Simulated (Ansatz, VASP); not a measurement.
# Cross-check of PtSe2 between VASP and Ansatz, part 2 of 2

One calculation is typed for both programs; each brings its own data sets and cutoff. How far apart do they land?

VASP 6.6.1 and Ansatz 0.2.0.

So far: The starting structure; VASP: band structure, PBE; Ansatz: band structure, PBE.

## Step 4: Differences

Known differences besides the potentials themselves: the data sets hold 50 valence electrons in Ansatz (default PAW (the set named soft_2) files) and 22 in VASP; the cutoff is 420 eV in Ansatz and 300 eV in VASP. Total energies have different zeros and are not compared.

Both answers:

| quantity | Ansatz | VASP | difference |
| --- | --- | --- | --- |
| gap over the path points (eV) | 1.181 | 1.168 | +0.013 |

Levels at points of the path, from each program's valence-band top (eV; 4 filled, then empty):

| k (reciprocal lattice) | Ansatz | VASP |
| --- | --- | --- |
| 0.000 0.000 0.000 | -1.15 -0.53 -0.28 -0.28 2.69 2.69 4.13 | -1.15 -0.53 -0.28 -0.28 2.68 2.68 4.12 |
| 0.136 0.000 0.000 | -1.78 -0.32 -0.29 -0.21 1.76 2.48 4.71 | -1.78 -0.32 -0.29 -0.22 1.75 2.47 4.71 |
| 0.318 0.000 0.000 | -2.26 -1.26 -1.04 -0.41 1.45 2.39 4.88 | -2.26 -1.27 -1.04 -0.41 1.43 2.39 4.87 |
| 0.500 0.000 0.000 | -2.33 -2.10 -1.97 -1.25 2.06 2.53 4.62 | -2.34 -2.11 -1.98 -1.24 2.04 2.52 4.60 |
| 0.470 0.061 0.000 | -2.38 -2.34 -1.59 -1.23 2.05 2.39 4.72 | -2.40 -2.35 -1.59 -1.23 2.04 2.38 4.70 |
| 0.409 0.182 0.000 | -2.42 -2.22 -1.19 -1.06 1.80 1.94 5.41 | -2.43 -2.23 -1.19 -1.07 1.79 1.93 5.39 |
| 0.348 0.303 0.000 | -2.52 -2.05 -1.15 -1.04 1.63 1.73 5.98 | -2.52 -2.05 -1.16 -1.05 1.62 1.72 5.96 |
| 0.303 0.303 0.000 | -2.50 -2.04 -1.26 -0.92 1.58 1.79 5.95 | -2.50 -2.04 -1.26 -0.93 1.57 1.78 5.94 |
| 0.182 0.182 0.000 | -2.30 -1.13 -1.01 -0.10 1.63 1.64 5.80 | -2.31 -1.14 -1.01 -0.10 1.63 1.63 5.78 |
| 0.152 0.152 0.000 | -2.25 -0.79 -0.70 0.00 1.46 1.80 5.67 | -2.25 -0.79 -0.70 0.00 1.45 1.79 5.67 |

At this near-relaxed geometry the largest component of a force difference is 7 meV/Å. Among the levels compared at these points, filled levels agree within 11 meV and empty ones within 19 meV.

## Step 5: VASP: single point, PBE

With cell and atoms fixed, the geometry can't cause a difference; cores, projectors, grids and the points listed under the comparison can. The cell compared in this pair holds 231.39 Å³, against 141.40 Å³ for the pair before.

Input file INCAR:

```
SYSTEM = PtSe2
PREC = Accurate
ENCUT = 300
EDIFF = 1E-08
NELM = 100
ISMEAR = 0
SIGMA = 0.01
LREAL = .FALSE.
ALGO = Normal
GGA = PE
NBANDS = 17
LASPH = .TRUE.
LORBIT = 11
LWAVE = .TRUE.
LCHARG = .FALSE.
KPAR = 8
```

Input file POSCAR:

```
PtSe2
1.0
    3.8527425800      0.0000000000      0.0000000000
   -1.9263712900      3.3365729485      0.0000000000
    0.0000000000      0.0000000000     18.0000000000
Pt Se
1 2
Direct
    0.0000000000      0.0000000000      0.5000000000
    0.3333333333      0.6666666667      0.5694834856
    0.6666666667      0.3333333333      0.4305165144
```

Input file KPOINTS:

```
Automatic mesh
0
Gamma
9 9 1
0 0 0
```

PAW data sets: Pt_GW and Se_GW (PBE family, release 64).

Started as:

```console
mpirun -np 8 vasp_std
```

Numbers of over 12 decimals in the logs are rounded to 6 here.

Log:

```text
[banner, memory and clock lines left out]
running    8 mpi-ranks, on    1 nodes
[...]
[... a notice as in an earlier step ...]

 LDA part: xc-table for (Slater+PW92), standard interpolation
 POSCAR, INCAR and KPOINTS ok, starting setup
[...]
entering main loop
       N       E                     dE             d eps       ncg     rms          rms(c)
DAV:   1     0.121352309156E+03    0.12135E+03   -0.59419E+03   617   0.670E+02
DAV:   2     0.219885236269E+01   -0.11915E+03   -0.11390E+03   622   0.182E+02
DAV:   3    -0.144010290061E+02   -0.16600E+02   -0.16197E+02   624   0.680E+01
DAV:   4    -0.151166938112E+02   -0.71566E+00   -0.71304E+00   584   0.162E+01
[...]
DAV:  21    -0.142647370607E+02   -0.13032E-06   -0.30608E-09   408   0.496E-04    0.227E-05
DAV:  22    -0.142647370982E+02   -0.37480E-07   -0.11999E-09   422   0.175E-04    0.120E-05
DAV:  23    -0.142647371014E+02   -0.31414E-08   -0.18223E-10   448   0.215E-04
   1 F= -.14264737E+02 E0= -.14264737E+02  d E =-.295384E-37
 writing wavefunctions
```

Parts of OUTCAR (step 5):

```text
  Total       -1.9502556     -1.9502556     -0.0320472     -0.0000000     -0.0000000      0.0000000
  in kB      -13.5038931    -13.5038931     -0.2219004     -0.0000000     -0.0000000      0.0000000
  external PRESSURE =      -9.0765622 kB  Pullay stress =       0.0000000 kB

 POSITION                                       TOTAL-FORCE (eV/Angst)
 -----------------------------------------------------------------------------------
      0.00000      0.00000      9.00000         0.000000      0.000000      0.000000
     -0.00000      2.22438     10.25070         0.000000      0.000000      0.001101
      1.92637      1.11219      7.74930        -0.000000      0.000000     -0.001101
 -----------------------------------------------------------------------------------
    total drift:                               -0.000000      0.000000      0.000000

  FREE ENERGIE OF THE ION-ELECTRON SYSTEM (eV)
  ---------------------------------------------------
  free  energy   TOTEN  =       -14.2647371014 eV

  energy  without entropy=      -14.2647371014  energy(sigma->0) =      -14.26473710

[... 1 part as in an earlier step ...]

[... 2 further parts left out ...]
[key lines of the parts left out:]
E-fermi :  -2.7004
```

## Step 6: Ansatz: single point, PBE

The same cell, functional, mesh and smearing now go to Ansatz, which takes its cutoff from its data sets.

Input file input.yaml:

```yaml
crystal:
  lattice:
    - [3.85274258, 0.0, 0.0]
    - [-1.92637129, 3.3365729485, 0.0]
    - [0.0, 0.0, 18.0]
  atoms:
    - { symbol: Pt, position: [0.0, 0.0, 0.5] }
    - { symbol: Se, position: [0.3333333333, 0.6666666667, 0.5694834856] }
    - { symbol: Se, position: [0.6666666667, 0.3333333333, 0.4305165144] }
hamiltonian:
  xc: pbe
  pseudopotentials: { kind: paw }
kpoints:
  mp_grid: { grid: [9, 9, 1] }
scf:
  occupations: { method: gaussian, width: 0.01 }
  n_extra_bands: 4
output:
  forces: true
  eigenvalues: true
  write_density: true
  write_potential: true
  elf: true
  volumetric_format: npy
```

Started as:

```console
ansatz run input.yaml --threads 2 --pin off --max-ram 4608MiB --backend cpu --events-out ev --progress --plain --runs-dir out
```

Log:

```text
[...]
Crystal: 3 atoms, lattice volume = 231.389 Å³
Basis set: ecut = 420 eV, 4525 PW (Γ), exchange–correlation on 54×54×250 points (8 copies of the dense FFT grid, shifted against one another)
Bands: 29, of which v1, the nominal top of the filled ones, is band 25 counted from 1 (24 counted from 0)
Symmetry: 12 space group operations
[...]
k-points: 12 of 81
[...]
max |Σ_I F_I| component: 1.35e-28 eV/Å
--- Band table (eV; the first three rows and the last of 12) ---
  k-point 0: bands = [... 21 lower, -2.0954, -1.4771, -1.2223, -1.2223, 1.7437, 1.7437, 3.3372, 4.2217]
  k-point 1: bands = [... 21 lower, -2.5743, -1.2701, -1.2411, -1.1909, 1.0532, 1.5839, 3.7893, 4.4893]
  k-point 2: bands = [... 21 lower, -3.0814, -1.4924, -1.4854, -0.9970, 0.2436, 1.4098, 4.4744, 4.6310]
  k-point 11: bands = [... 21 lower, -3.4702, -2.9910, -2.0461, -2.0461, 0.7267, 0.7267, 5.0597, 7.1450]
[key lines of the parts left out:]
SCF converged after 7 iterations
Free energy (F): -23462.307201 eV
Fermi energy:    -0.376157 eV
```

The job ended after 5.2 s (2 threads of Arm Neoverse N1, shared host; peak memory 0.47 GiB).

## Step 7: Differences

Compared:

| quantity | Ansatz | VASP | difference |
| --- | --- | --- | --- |
| gap on the k mesh (eV) | 1.240 | 1.228 | +0.011 |

At this near-relaxed geometry the largest component of a force difference is 7 meV/Å. A gap on the mesh is an upper bound, since the band edges may lie between its points; neither run holds spin-orbit coupling, which can move the band edges of a compound of Pt.

## Step 8: Outcome

```yaml
difference_in_gap_over_the_path_points_band_structure_pbe: 0.013 eV
difference_in_gap_on_the_k_mesh_single_point_pbe: 0.011 eV
```

**Reading.** The difference in gap over the path points is 0.013 eV (band structure, PBE), within the 0.08 eV picked in this series as the mark of a large difference. Such differences can come from data sets, numerical settings and the points named under the comparisons, not from the functional's error against experiment.

[Lines on the potential files, build, host, timing and source positions are cut from VASP's logs without a mark.]

[Logs are printed without paths, hosts, clocks, repeated set-up lines and the standing remarks that a program may print on its own settings, such as how far it seeks lower states.]

[Hosts, paths, dates, database ids (printed as entryN), source tags and the programs' standing remarks are cut or masked in the printed files.]
